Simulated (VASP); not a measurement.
All values below come from AM05 GGA, VASP's PBE PAW potentials (set 64) (plane waves; VASP 6.6.1).

The input files of a VASP run:

**POSCAR**
```
W
1
   -1.5757398899     1.5757398899     1.5757398899
    1.5757398899    -1.5757398899     1.5757398899
    1.5757398899     1.5757398899    -1.5757398899
W
1
Direct
  0.0000000000   0.0000000000   0.0000000000
```

INCAR:
```
! general
SYSTEM   =  W
PREC     =  Accurate
ENCUT    =  520
LREAL    =  .False.
LASPH    =  .True.

! electronic loop
EDIFF    =  1E-7
NELM     =  100
ALGO     =  Normal
LMAXMIX  =  6

! smearing
ISMEAR   =  -5

! functional
GGA      =  AM

! ions
ISIF     =  2

! output
LWAVE    =  .False.
LCHARG   =  .True.
LORBIT   =  11
NEDOS    =  601
```

**KPOINTS**
```
Automatic mesh
0
Gamma
18 18 18
0 0 0
```

POTCAR, in this order: W_sv (PBE.64 set). Program: vasp_std.

Output of the run:

File OUTCAR:
```
 ion  position               nearest neighbor table
   1  0.000  0.000  0.000-
  LATTYP: Found a body centered cubic cell.
 ALAT       =     3.1514797798
 Subroutine PRICEL returns:
 Original cell was already a primitive cell.
 Subroutine GETGRP returns: Found 48 space group operations
The static configuration has the point symmetry O_h .
The dynamic configuration has the point symmetry O_h .
 Subroutine INISYM returns: Found 48 space group operations
 Subroutine IBZKPT returns following result:
 Found    195 irreducible k-points:

 Following reciprocal coordinates:
            Coordinates               Weight
  0.000000  0.000000  0.000000      1.000000
  0.055556  0.000000  0.000000     12.000000
  0.111111  0.000000  0.000000     12.000000
  0.166667  0.000000  0.000000     12.000000
  0.222222  0.000000  0.000000     12.000000
  0.277778  0.000000  0.000000     12.000000
  0.333333  0.000000  0.000000     12.000000
  0.388889  0.000000  0.000000     12.000000
  0.444444  0.000000  0.000000     12.000000
  0.500000  0.000000  0.000000      6.000000
...
```

OSZICAR:
```
       N       E                     dE             d eps       ncg     rms          rms(c)
DAV:   1     0.772489579524E+02    0.77249E+02   -0.78788E+03  4301   0.146E+03
DAV:   2    -0.126559403035E+02   -0.89905E+02   -0.87128E+02  4599   0.338E+02
DAV:   3    -0.142488055470E+02   -0.15929E+01   -0.15768E+01  4949   0.441E+01
DAV:   4    -0.142570284045E+02   -0.82229E-02   -0.82305E-02  4611   0.342E+00
DAV:   5    -0.142570904898E+02   -0.62085E-04   -0.62099E-04  4782   0.304E-01    0.219E+01
DAV:   6    -0.137333438156E+02    0.52375E+00   -0.59220E-01  4581   0.102E+01    0.879E+00
DAV:   7    -0.135907014526E+02    0.14264E+00   -0.32299E-01  4755   0.699E+00    0.618E-01
DAV:   8    -0.135854200332E+02    0.52814E-02   -0.40816E-03  4404   0.995E-01    0.835E-02
DAV:   9    -0.135853717534E+02    0.48280E-04   -0.14271E-04  4965   0.149E-01    0.438E-02
DAV:  10    -0.135853811970E+02   -0.94436E-05   -0.12176E-05  4632   0.484E-02    0.688E-03
DAV:  11    -0.135853828562E+02   -0.16592E-05   -0.18876E-07  4162   0.522E-03    0.667E-04
DAV:  12    -0.135853825780E+02    0.27815E-06   -0.40037E-09  2367   0.850E-04    0.155E-04
DAV:  13    -0.135853825594E+02    0.18638E-07   -0.48745E-10  2241   0.321E-04
   1 F= -.13585383E+02 E0= -.13585383E+02  d E =0.000000E+00
```

OUTCAR:
```
------------------------ aborting loop because EDIFF is reached ----------------------------------------
  FORCE on cell =-STRESS in cart. coord.  units (eV):
  Direction    XX          YY          ZZ          XY          YZ          ZX
  --------------------------------------------------------------------------------------
  Total       -0.0044437     -0.0044437     -0.0044437     -0.0000000     -0.0000000      0.0000000
  in kB       -0.4549269     -0.4549269     -0.4549269     -0.0000000     -0.0000000      0.0000000
  external PRESSURE =      -0.4549269 kB  Pullay stress =       0.0000000 kB
  volume of cell :       15.65
      direct lattice vectors                 reciprocal lattice vectors
    -1.575739890  1.575739890  1.575739890     0.000000000  0.317311254  0.317311254
     1.575739890 -1.575739890  1.575739890     0.317311254  0.000000000  0.317311254
     1.575739890  1.575739890 -1.575739890     0.317311254  0.317311254  0.000000000
 POSITION                                       TOTAL-FORCE (eV/Angst)
 -----------------------------------------------------------------------------------
      0.00000      0.00000      0.00000        -0.000000      0.000000     -0.000000
 -----------------------------------------------------------------------------------
    total drift:                               -0.000000     -0.000000     -0.000000
  FREE ENERGIE OF THE ION-ELECTRON SYSTEM (eV)
  ---------------------------------------------------
  free  energy   TOTEN  =       -13.5853825594 eV

  energy  without entropy=      -13.5853825594  energy(sigma->0) =      -13.58538256

 total charge

# of ion       s       p       d       tot
------------------------------------------
    1        2.406   6.354   3.366  12.126
```
(Selected blocks of OUTCAR.)

For a metal the tetrahedron method with Blöchl corrections gives inexact stress and forces.

The compound is W in the bcc structure. It was relaxed first.
